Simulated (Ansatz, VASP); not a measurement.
Two plane-wave programs on AlB2P3

The input INCAR:

```
SYSTEM = AlB2P3
PREC = Accurate
ENCUT = 520
EDIFF = 1E-6
ISMEAR = 0
SIGMA = 0.01
LREAL = .FALSE.
LASPH = .TRUE.
NELM = 60
ALGO = Normal
ISIF = 2
LWAVE = .FALSE.
LCHARG = .FALSE.
GGA = PE
NBANDS = 21
```

Contents of KPOINTS:

```
regular mesh
0
G
  12 12 4
  0 0 0
```

The input POSCAR:

```
AlB2P3
1.0
    3.4153663761      0.0000000000      0.0000000000
   -1.7076831881      2.9577940449      0.0000000000
    0.0000000000      0.0000000000      8.6495964377
Al B P
1 2 3
Direct
    0.3333333333      0.6666666667      0.6707231955
    0.0000000000      0.0000000000      0.0193146169
    0.6666666667      0.3333333333      0.3187754146
    0.0000000000      0.0000000000      0.2472477498
    0.6666666667      0.3333333333      0.5471565739
    0.3333333333      0.6666666667      0.9467824494
```

Input for Ansatz:

```yaml
crystal:
  lattice:
    - [3.4153663761, 0.0, 0.0]
    - [-1.7076831881, 2.9577940449, 0.0]
    - [0.0, 0.0, 8.6495964377]
  atoms:
    - { symbol: Al, position: [0.3333333333, 0.6666666667, 0.6707231955] }
    - { symbol: B, position: [0.0, 0.0, 0.0193146169] }
    - { symbol: B, position: [0.6666666667, 0.3333333333, 0.3187754146] }
    - { symbol: P, position: [0.0, 0.0, 0.2472477498] }
    - { symbol: P, position: [0.6666666667, 0.3333333333, 0.5471565739] }
    - { symbol: P, position: [0.3333333333, 0.6666666667, 0.9467824494] }
basis:
  ecutwfc: 420
kpoints:
  mp_grid: { grid: [12, 12, 4] }
  band_path:
    path:
      - [[0.0, 0.0, 0.0], [0.5, 0.0, 0.0], [0.33333333, 0.33333333, 0.0], [0.0, 0.0, 0.0], [0.0, 0.0, 0.5], [0.5, 0.0, 0.5], [0.33333333, 0.33333333, 0.5], [0.0, 0.0, 0.5]]
      - [[0.5, 0.0, 0.5], [0.5, 0.0, 0.0]]
      - [[0.33333333, 0.33333333, 0.5], [0.33333333, 0.33333333, 0.0]]
    npoints: 14
hamiltonian:
  xc: pbe
scf:
  occupations: { method: gaussian, width: 0.01 }
  n_extra_bands: 15
output:
  forces: true
  stress: true
  eigenvalues: true
  populations: true
  dos: { projected: true, de: 0.02, nscf_kmesh: { grid: [15, 15, 5] } }
  bader: true
  write_density: true
  write_potential: true
  elf: true
  volumetric_format: npy
```

The cell was built by a generator and needn't be a form met in nature.

Alike in both runs: task single point; functional PBE; k mesh 12 × 12 × 4; occupations gaussian, width 0.01 eV; no spin polarisation.

|  | VASP | Ansatz |
| --- | --- | --- |
| version | VASP 6.6.1 | Ansatz 0.2.0 |
| potentials or method | VASP PAW PBE potentials, release 64 (Al, B, P) | scalar-relativistic, plane waves, PAW |
| plane-wave cutoff (eV) | 520 | 420 |
| valence electrons in the cell | 24 | 24 |

Ansatz gave:

- gap on the k mesh at the Fermi level (eV): 0.22
- least direct gap on the mesh (eV): 1.46
- pressure (GPa): 0.0
- rms of the force components (eV/Å): 0.004

Q: What did VASP give for the same quantities?

A: gap on the k mesh at the Fermi level (eV): 0.21; least direct gap on the mesh (eV): 1.46; pressure (GPa): -0.2; rms of the force components (eV/Å): 0.004.

Atom by atom the forces differ by 0.004 eV/Å (rms over components). The functional is the same, so the differences come from potentials, cutoffs and numerics.
